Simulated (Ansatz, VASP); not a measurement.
# MoS2 in two plane-wave programs, part 2 of 2

Wanted: the spread between two codes on one cell, functional and k mesh. The structure shown is the end of the Ansatz relaxation below.

VASP 6.6.1 and Ansatz 0.2.0.

So far: Starting point; Ansatz: relaxation, PBE with D3(BJ); VASP: single point, PBE with D3(BJ), pair 1.

### Step 4. Differences

Known differences besides the potentials themselves: the cutoff is 600 eV in Ansatz and 500 eV in VASP; Ansatz's pressure holds a Pulay correction, VASP's none. Total energies have different zeros and are not compared.

Both answers:

| quantity | Ansatz | VASP | difference |
| --- | --- | --- | --- |
| pressure (GPa) | 0.00 | -0.15 | +0.15 |
| gap on the k mesh (eV) | 0.790 | 0.808 | -0.017 |

At this near-relaxed geometry the largest component of a force difference is 13 meV/Å. A gap on the mesh is an upper bound, since the band edges may lie between its points.

### Step 5. Ansatz: relaxation, PBE with D3(BJ)

This run makes the geometry at which the two programs are then compared. The cell compared in this pair holds 153.51 Å³, against 154.91 Å³ for the pair before.

The structure compared here is the end of the Ansatz relaxation.

input.yaml

```yaml
crystal:
  lattice:
    - [3.1610078125, 0.0, 0.0]
    - [-1.5805039062, 2.7375130672, 0.0]
    - [0.0, 0.0, 17.81102367]
  atoms:
    - { symbol: Mo, position: [0.0, 0.0, 0.9999832] }
    - { symbol: Mo, position: [0.6666667, 0.3333333, 0.3333165] }
    - { symbol: Mo, position: [0.3333333, 0.6666667, 0.6666499] }
    - { symbol: S, position: [0.0, 0.0, 0.2464551] }
    - { symbol: S, position: [0.0, 0.0, 0.4202617] }
    - { symbol: S, position: [0.6666667, 0.3333333, 0.5797885] }
    - { symbol: S, position: [0.6666667, 0.3333333, 0.753595] }
    - { symbol: S, position: [0.3333333, 0.6666667, 0.9131218] }
    - { symbol: S, position: [0.3333333, 0.6666667, 0.0869283] }
kpoints:
  mp_grid: { grid: [10, 10, 2] }
scf:
  occupations: { method: fermi_dirac, width: 0.02 }
hamiltonian:
  xc: pbe
  pseudopotentials: { kind: paw, azcp: { folder: soft_1 } }
  dispersion: d3bj
basis:
  ecutwfc: 600
output:
  forces: true
  stress: true
relax:
  f_tol: 0.005
  max_steps: 70
  cell: { stress_tol: 0.02, p_target: 0, fix: [c, alpha, beta, gamma] }
```

Command:

```sh
ansatz run input.yaml --threads 4 --pin off --max-ram 10240MiB --backend cpu --events-out ev --progress --plain --runs-dir out
```

Numbers of over 12 decimals in the logs are rounded to 6 here.

Output:

```text
[...]
Crystal: 9 atoms, lattice volume = 154.124 Å³
Basis set: ecut = 600 eV, 5159 PW (Γ), exchange–correlation on 54×54×288 points (8 copies of the dense FFT grid, shifted against one another)
Bands: 48, of which v1, the nominal top of the filled ones, is band 39 counted from 1 (38 counted from 0)
Symmetry: 6 space group operations
[...]
- { symbol: Mo, position: [0.333333, 0.666667, 0.666644] }
    - { symbol: S, position: [1.7106768999952417e-10, -1.7106768999952417e-10, 0.245699] }
    - { symbol: S, position: [-1.8465190350387159e-10, 1.846519035038715e-10, 0.421023] }
    - { symbol: S, position: [0.666667, 0.333333, 0.579032] }
    - { symbol: S, position: [0.666667, 0.333333, 0.754357] }
    - { symbol: S, position: [0.333333, 0.666667, 0.912366] }
    - { symbol: S, position: [0.333333, 0.666667, 0.087690] }
[key lines of the parts left out:]
SCF converged after 9 iterations
Free energy (F): -20292.259218 eV
Fermi energy:    12.187138 eV
P = ⅓ Tr σ = 0.2074 GPa (2.074 kbar)
```

### Step 6. VASP: single point, PBE with D3(BJ), pair 2

The same cell, functional, mesh and smearing now go to VASP, with its own data sets.

INCAR

```
SYSTEM = MoS2
PREC = Accurate
ENCUT = 500
EDIFF = 1E-06
NELM = 120
ISMEAR = -1
SIGMA = 0.02
LREAL = .FALSE.
ALGO = Normal
GGA = PE
IVDW = 12
NBANDS = 48
LASPH = .TRUE.
LORBIT = 11
LWAVE = .FALSE.
LCHARG = .FALSE.
ISIF = 2
GGA_COMPAT = .FALSE.
EFERMI = MIDGAP
KPAR = 2
```

POSCAR

```
MoS2
1.0
    3.1547186721      0.0000000000      0.0000000000
   -1.5773593360      2.7320665118      0.0000000000
    0.0000000000      0.0000000000     17.8110236700
Mo S
3 6
Direct
    1.0000000000      0.0000000000      0.9999777947
    0.6666666667      0.3333333333      0.3333111280
    0.3333333333      0.6666666667      0.6666444613
    1.0000000000      0.0000000000      0.2456990287
    1.0000000000      0.0000000000      0.4210231766
    0.6666666667      0.3333333333      0.5790323621
    0.6666666667      0.3333333333      0.7543565099
    0.3333333333      0.6666666667      0.9123656954
    0.3333333333      0.6666666667      0.0876898433
```

KPOINTS

```
Automatic mesh
0
Gamma
10 10 2
0 0 0
```

Potentials, in the order of the species: Mo_sv and S (PBE family, release 64).

Command:

```sh
mpirun -np 2 vasp_std
```

Output:

```text
[... set-up lines as in an earlier step ...]
 entering main loop
       N       E                     dE             d eps       ncg     rms          rms(c)
DAV:   1     0.683476086431E+03    0.68348E+03   -0.41640E+04  2920   0.151E+03
DAV:   2    -0.276500521574E+02   -0.71113E+03   -0.68734E+03  3216   0.398E+02
DAV:   3    -0.684976360767E+02   -0.40848E+02   -0.40204E+02  3344   0.839E+01
DAV:   4    -0.695357544500E+02   -0.10381E+01   -0.10315E+01  3320   0.131E+01
[...]
DAV:  13    -0.652565578749E+02    0.36147E-04   -0.30877E-04  3392   0.782E-02    0.561E-02
DAV:  14    -0.652565632243E+02   -0.53494E-05   -0.13957E-05  3056   0.183E-02    0.366E-02
DAV:  15    -0.652565636972E+02   -0.47286E-06   -0.33108E-06  2808   0.889E-03
   1 F= -.69256394E+02 E0= -.69256394E+02  d E =-.140346E-09
```

From OUTCAR (step 6):

```text
 Edisp (eV)   -3.99983

  Total      -0.10458    -0.10458     0.37917    -0.00000    -0.00000     0.00000
  in kB      -1.09148    -1.09148     3.95737    -0.00000    -0.00000     0.00000
  external pressure =        0.59 kB  Pullay stress =        0.00 kB

 POSITION                                       TOTAL-FORCE (eV/Angst)
 -----------------------------------------------------------------------------------
      0.00000      0.00000     17.81063         0.000000     -0.000000      0.000214
      1.57736      0.91069      5.93661         0.000000      0.000000      0.000214
     -0.00000      1.82138     11.87362        -0.000000     -0.000000      0.000214
      0.00000      0.00000      4.37615         0.000000      0.000000      0.013167
      0.00000      0.00000      7.49885        -0.000000      0.000000     -0.013382
      1.57736      0.91069     10.31316        -0.000000      0.000000      0.013167
      1.57736      0.91069     13.43586        -0.000000      0.000000     -0.013382
     -0.00000      1.82138     16.25017        -0.000000      0.000000      0.013167
     -0.00000      1.82138      1.56185        -0.000000      0.000000     -0.013382
 -----------------------------------------------------------------------------------
    total drift:                               -0.000000     -0.000000     -0.000095

  FREE ENERGIE OF THE ION-ELECTRON SYSTEM (eV)
  ---------------------------------------------------
  free  energy   TOTEN  =       -69.2563940924 eV

  energy  without entropy=      -69.2563940923  energy(sigma->0) =      -69.25639409

[... 1 part as in an earlier step ...]

[... 2 further parts left out ...]
[key lines of the parts left out:]
E-fermi :   8.6245
```

The run ends at a pressure of 0.06 GPa, with forces up to 0.013 eV/Å.

### Step 7. Side by side

Both answers:

| quantity | Ansatz | VASP | difference |
| --- | --- | --- | --- |
| pressure (GPa) | 0.21 | 0.06 | +0.15 |
| gap on the k mesh (eV) | 0.732 | 0.750 | -0.018 |

At this near-relaxed geometry the largest component of a force difference is 14 meV/Å. A gap on the mesh is an upper bound, since the band edges may lie between its points.

### Step 8. Ansatz: relaxation, PBE with D3(BJ)

This run makes the geometry at which the two programs are then compared. The cell compared in this pair holds 156.32 Å³, against 153.51 Å³ for the pair before.

The structure compared here is the end of the Ansatz relaxation.

Changes to input.yaml since step 5:

```diff
@@ -2,5 +2,5 @@
   lattice:
-    - [3.1610078125, 0.0, 0.0]
-    - [-1.5805039062, 2.7375130672, 0.0]
-    - [0.0, 0.0, 17.81102367]
+    - [3.1452421875, 0.0, 0.0]
+    - [-1.5726210937, 2.7238596354, 0.0]
+    - [0.0, 0.0, 18.17084233]
   atoms:
@@ -28,2 +28,6 @@
   stress: true
+  write_density: true
+  write_potential: true
+  elf: true
+  volumetric_format: npy
 relax:
```

Command:

```sh
ansatz run input.yaml --threads 4 --pin off --max-ram 10240MiB --backend cpu --events-out ev --progress --plain --runs-dir out
```

Output:

```text
[...]
Crystal: 9 atoms, lattice volume = 155.673 Å³
Basis set: ecut = 600 eV, 5209 PW (Γ), exchange–correlation on 54×54×300 points (8 copies of the dense FFT grid, shifted against one another)
Bands: 48, of which v1, the nominal top of the filled ones, is band 39 counted from 1 (38 counted from 0)
Symmetry: 6 space group operations
[...]
- { symbol: Mo, position: [0.333333, 0.666667, 0.666654] }
    - { symbol: S, position: [-5.586399758346001e-11, 5.5863997583460035e-11, 0.247209] }
    - { symbol: S, position: [2.7515587282197445e-10, -2.7515587282197445e-10, 0.419504] }
    - { symbol: S, position: [0.666667, 0.333333, 0.580542] }
    - { symbol: S, position: [0.666667, 0.333333, 0.752838] }
    - { symbol: S, position: [0.333333, 0.666667, 0.913875] }
    - { symbol: S, position: [0.333333, 0.666667, 0.086171] }
[key lines of the parts left out:]
SCF converged after 10 iterations
Free energy (F): -20292.259497 eV
Fermi energy:    11.828015 eV
P = ⅓ Tr σ = -0.1792 GPa (-1.792 kbar)
```

### Step 9. VASP: single point, PBE with D3(BJ), pair 3

The same cell, functional, mesh and smearing now go to VASP, with its own data sets.

INCAR is that of step 6.

POSCAR

```
MoS2
1.0
    3.1517636627      0.0000000000      0.0000000000
   -1.5758818313      2.7295073986      0.0000000000
    0.0000000000      0.0000000000     18.1708423300
Mo S
3 6
Direct
    0.9999999998      0.0000000002      0.9999868907
    0.6666666664      0.3333333336      0.3333202241
    0.3333333331      0.6666666669      0.6666535574
    0.9999999998      0.0000000002      0.2472086843
    0.9999999998      0.0000000002      0.4195044250
    0.6666666664      0.3333333336      0.5805420176
    0.6666666664      0.3333333336      0.7528377583
    0.3333333331      0.6666666669      0.9138753510
    0.3333333331      0.6666666669      0.0861710916
```

KPOINTS is that of step 6.

Command:

```sh
mpirun -np 2 vasp_std
```

Output:

```text
[... set-up lines as in an earlier step ...]
 entering main loop
       N       E                     dE             d eps       ncg     rms          rms(c)
DAV:   1     0.685498354681E+03    0.68550E+03   -0.41331E+04  2912   0.150E+03
DAV:   2    -0.275575406821E+02   -0.71306E+03   -0.68893E+03  3248   0.398E+02
DAV:   3    -0.686183728989E+02   -0.41061E+02   -0.40409E+02  3376   0.840E+01
DAV:   4    -0.696323732092E+02   -0.10140E+01   -0.10085E+01  3360   0.129E+01
[...]
DAV:  13    -0.653332165603E+02    0.29893E-04   -0.32197E-04  3408   0.784E-02    0.496E-02
DAV:  14    -0.653332213424E+02   -0.47822E-05   -0.14521E-05  3032   0.185E-02    0.351E-02
DAV:  15    -0.653332222722E+02   -0.92976E-06   -0.31019E-06  2824   0.816E-03
   1 F= -.69257188E+02 E0= -.69257188E+02  d E =-.130905E-10
```

OUTCAR, selected parts (step 9):

```text
 Edisp (eV)   -3.92397

  Total      -0.13738    -0.13738    -0.68802    -0.00000     0.00000    -0.00000
  in kB      -1.40802    -1.40802    -7.05179    -0.00000     0.00000    -0.00000
  external pressure =       -3.29 kB  Pullay stress =        0.00 kB

 POSITION                                       TOTAL-FORCE (eV/Angst)
 -----------------------------------------------------------------------------------
      3.15176      0.00000     18.17060        -0.000000     -0.000000      0.000466
      1.57588      0.90984      6.05671         0.000000     -0.000000      0.000466
     -0.00000      1.81967     12.11366        -0.000000     -0.000000      0.000466
      3.15176      0.00000      4.49199        -0.000000      0.000000      0.013167
      3.15176      0.00000      7.62275        -0.000000      0.000000     -0.013633
      1.57588      0.90984     10.54894         0.000000      0.000000      0.013167
      1.57588      0.90984     13.67970        -0.000000     -0.000000     -0.013633
     -0.00000      1.81967     16.60588         0.000000     -0.000000      0.013167
     -0.00000      1.81967      1.56580        -0.000000      0.000000     -0.013633
 -----------------------------------------------------------------------------------
    total drift:                                0.000009     -0.000005      0.000146

  FREE ENERGIE OF THE ION-ELECTRON SYSTEM (eV)
  ---------------------------------------------------
  free  energy   TOTEN  =       -69.2571883784 eV

  energy  without entropy=      -69.2571883784  energy(sigma->0) =      -69.25718838

[... 1 part as in an earlier step ...]

[... 2 further parts left out ...]
[key lines of the parts left out:]
E-fermi :   8.3488
```

The run ends at a pressure of -0.33 GPa, with forces up to 0.014 eV/Å.

### Step 10. Comparison

Both answers:

| quantity | Ansatz | VASP | difference |
| --- | --- | --- | --- |
| pressure (GPa) | -0.18 | -0.33 | +0.15 |
| gap on the k mesh (eV) | 0.848 | 0.865 | -0.016 |

At this near-relaxed geometry the largest component of a force difference is 13 meV/Å. A gap on the mesh is an upper bound, since the band edges may lie between its points.

### Step 11. What came out

```json
{
  "difference in gap on the k mesh (single point, PBE with D3(BJ), pair 1)": "-0.017 eV",
  "r.m.s. force difference (single point, PBE with D3(BJ), pair 1)": "6.1 meV/Å",
  "difference in gap on the k mesh (single point, PBE with D3(BJ), pair 2)": "-0.018 eV",
  "r.m.s. force difference (single point, PBE with D3(BJ), pair 2)": "6.4 meV/Å",
  "difference in gap on the k mesh (single point, PBE with D3(BJ), pair 3)": "-0.016 eV"
}
```

What this shows: The r.m.s. force difference is 6.4 meV/Å (single point, PBE with D3(BJ), pair 2), within the 12 meV/Å picked in this series as the mark of a large difference. 2 further runs of this series are not shown here. Such differences can come from data sets, numerical settings and the points named under the comparisons, not from the functional's error against experiment.

[Lines on the potential files, build, host, timing and source positions are cut from VASP's logs without a mark.]

[Logs are printed without paths, hosts, clocks, repeated set-up lines and the standing remarks that a program may print on its own settings, such as how far it seeks lower states.]

[Hosts, paths, dates, database ids (printed as entryN), source tags and the programs' standing remarks are cut or masked in the printed files.]
